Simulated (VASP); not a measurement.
An input for Quantum ESPRESSO's pw.x (written as the equivalent of a VASP run, and not itself run):

```
&CONTROL
  calculation = 'scf'
  pseudo_dir = './pseudo'
  outdir = './out'
  tprnfor = .true.
  tstress = .true.
/
&SYSTEM
  ibrav = 0
  nat = 3
  ntyp = 2
  ecutwfc = 84
  occupations = 'smearing'
  smearing = 'methfessel-paxton'
  degauss = 0.00735
  input_dft = 'vdw-df2'
/
&ELECTRONS
  conv_thr = 7.3e-09
  electron_maxstep = 100
/
ATOMIC_SPECIES
  Mg 24.305 Mg.upf
  Sn 118.710 Sn.upf
CELL_PARAMETERS angstrom
     0.0000000    3.4572738    3.4572738
     3.4572738    0.0000000    3.4572738
     3.4572738    3.4572738    0.0000000
ATOMIC_POSITIONS crystal
  Mg   0.2500000  0.2500000  0.2500000
  Mg   0.7500000  0.7500000  0.7500000
  Sn   0.0000000  0.0000000  0.0000000
K_POINTS automatic
  8 8 8 0 0 0
```

Question: Translate this input to VASP (INCAR, KPOINTS, POSCAR, choice of POTCAR).

Answer: One answer among several that fit: 
POSCAR:
```
Mg2Sn
1
    0.0000000000     3.4572737984     3.4572737984
    3.4572737984     0.0000000000     3.4572737984
    3.4572737984     3.4572737984     0.0000000000
Mg Sn
2 1
Direct
  0.2500000000   0.2500000000   0.2500000000
  0.7500000000   0.7500000000   0.7500000000
  0.0000000000   0.0000000000   0.0000000000
```

### KPOINTS
```
K-points
0
gamma
8 8 8
```

### INCAR
```
SYSTEM = Mg2Sn
PREC = Accurate; ENCUT = 520; LREAL = .FALSE.
LASPH = .TRUE.
EDIFF = 1E-7; NELM = 100; ALGO = Normal
LMAXMIX = 4
ISMEAR = 1; SIGMA = 0.1
GGA = ML; LUSE_VDW = .TRUE.; AGGAC = 0.0
ZAB_VDW = -1.8867
ISIF = 2
LWAVE = .FALSE.; LCHARG = .FALSE.
```

POTCAR, in this order: Mg Sn_d (PBE.64 set). Program: vasp_std.

Limits of the translation: the potentials are each code's own (VASP's PAW set, PseudoDojo norm-conserving files in pw.x), so ENCUT and ecutwfc are chosen apart and not converted; conv_thr bounds pw.x's estimated SCF error, while EDIFF bounds the energy change between steps.

The compound is Mg2Sn in the antifluorite structure. It was relaxed first, which changed the volume by +7 %.
